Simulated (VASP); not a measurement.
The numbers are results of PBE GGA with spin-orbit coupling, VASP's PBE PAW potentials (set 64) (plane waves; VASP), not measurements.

Input for VASP

**INCAR**
```
ALGO  =  Normal
EDIFF  =  1E-6
ENCUT  =  400
GGA  =  PE
GGA_COMPAT  =  .FALSE.
ISMEAR  =  0
LASPH  =  .TRUE.
LCHARG  =  .FALSE.
LMAXMIX  =  4
LREAL  =  .FALSE.
LSORBIT  =  .TRUE.
LWAVE  =  .FALSE.
MAGMOM  =  9*0
NELM  =  100
PREC  =  Accurate
SIGMA  =  0.05
SYSTEM  =  SnSe2
```

File KPOINTS_OPT:
```
k-points along high-symmetry lines
5
Line-mode
Reciprocal
  0.000000   0.000000   0.000000 ! GAMMA
  0.500000  -0.000000   0.000000 ! M

  0.500000  -0.000000   0.000000 ! M
  0.333333   0.333333   0.000000 ! K

  0.333333   0.333333   0.000000 ! K
  0.000000   0.000000   0.000000 ! GAMMA

  0.000000   0.000000   0.000000 ! GAMMA
  0.000000   0.000000   0.500000 ! A

  0.000000   0.000000   0.500000 ! A
  0.500000  -0.000000   0.500000 ! L

  0.500000  -0.000000   0.500000 ! L
  0.333333   0.333333   0.500000 ! H

  0.333333   0.333333   0.500000 ! H
  0.000000   0.000000   0.500000 ! A

  0.500000  -0.000000   0.500000 ! L
  0.500000  -0.000000   0.000000 ! M

  0.333333   0.333333   0.500000 ! H
  0.333333   0.333333   0.000000 ! K
```

**KPOINTS**
```
kpoints
0
Gamma
6 6 3
```

POSCAR:
```
SnSe2
1
    1.9363173394    -3.3538002334    -0.0000000000
    1.9363173394     3.3538002334     0.0000000000
    0.0000000000    -0.0000000000     6.8955188344
Sn Se
1 2
Direct
  0.0000000000   0.0000000000   0.0000000000
  0.3333330000   0.6666670000   0.2313194813
  0.6666670000   0.3333330000   0.7686805187
```

POTCAR, in this order: Sn_d Se (PBE.64 set). Program: vasp_ncl.

The run wrote:

**OSZICAR**
```
       N       E                     dE             d eps       ncg     rms          rms(c)
DAV:   1     0.221609289847E+03    0.22161E+03   -0.10219E+04  1164   0.142E+03
DAV:   2     0.215870260171E+02   -0.20002E+03   -0.19316E+03  1206   0.374E+02
DAV:   3    -0.105392285492E+02   -0.32126E+02   -0.31304E+02  1418   0.152E+02
DAV:   4    -0.121776873341E+02   -0.16385E+01   -0.16256E+01  1328   0.375E+01
DAV:   5    -0.122235638869E+02   -0.45877E-01   -0.45763E-01  1756   0.627E+00    0.473E+00
DAV:   6    -0.119677280819E+02    0.25584E+00   -0.40144E-01  1554   0.860E+00    0.305E+00
DAV:   7    -0.119532769302E+02    0.14451E-01   -0.16013E-01  1420   0.273E+00    0.116E+00
DAV:   8    -0.119531435430E+02    0.13339E-03   -0.83559E-03  1498   0.964E-01    0.578E-01
DAV:   9    -0.119535716402E+02   -0.42810E-03   -0.14802E-03  1432   0.361E-01    0.149E-01
DAV:  10    -0.119537909339E+02   -0.21929E-03   -0.31087E-04  1474   0.204E-01    0.511E-02
DAV:  11    -0.119538239642E+02   -0.33030E-04   -0.91003E-05  1420   0.692E-02    0.175E-02
DAV:  12    -0.119538404743E+02   -0.16510E-04   -0.23335E-05  1174   0.334E-02    0.803E-03
DAV:  13    -0.119538410257E+02   -0.55141E-06   -0.16005E-06  1288   0.961E-03
   1 F= -.11953841E+02 E0= -.11953841E+02  d E =-.766737E-12  mag=    -0.0000    -0.0000    -0.0000
       N       E                     dE             ncg
       N       E                     dE             ncg
       N       E                     dE             ncg
```

OUTCAR:
```
------------------------ aborting loop because EDIFF is reached ----------------------------------------
  FORCE on cell =-STRESS in cart. coord.  units (eV):
  Direction    XX          YY          ZZ          XY          YZ          ZX
  --------------------------------------------------------------------------------------
  Total        0.0815841      0.0815841      0.0223859      0.0000000      0.0000000      0.0000000
  in kB        1.4595042      1.4595044      0.4004736      0.0000000      0.0000000      0.0000000
  external PRESSURE =       1.1064940 kB  Pullay stress =       0.0000000 kB
  volume of cell :       89.56
      direct lattice vectors                 reciprocal lattice vectors
     1.936317339 -3.353800233  0.000000000     0.258222136 -0.149084610  0.000000000
     1.936317339  3.353800233  0.000000000     0.258222136  0.149084610  0.000000000
     0.000000000  0.000000000  6.895518834     0.000000000  0.000000000  0.145021720
 POSITION                                       TOTAL-FORCE (eV/Angst)
 -----------------------------------------------------------------------------------
      0.00000      0.00000      0.00000         0.000000     -0.000000      0.000000
      1.93632      1.11794      1.59507        -0.000000     -0.000000     -0.000314
      1.93632     -1.11794      5.30045        -0.000000      0.000000      0.000314
 -----------------------------------------------------------------------------------
    total drift:                               -0.000000      0.000000      0.000000
  FREE ENERGIE OF THE ION-ELECTRON SYSTEM (eV)
  ---------------------------------------------------
  free  energy   TOTEN  =       -11.9538410257 eV

  energy  without entropy=      -11.9538410257  energy(sigma->0) =      -11.95384103

 Ion:    1  E_soc:     -0.0894502

 Ion:    2  E_soc:     -0.0472973

 Ion:    3  E_soc:     -0.0472973
```
(Selected blocks of OUTCAR.)

Without a dispersion term in the relaxation, distances and binding between the weakly bound layers, chains or molecules are unreliable, and so is what depends on them.

The compound is SnSe2 in the 1T layered structure. It was relaxed first, which changed the volume by +16 %.
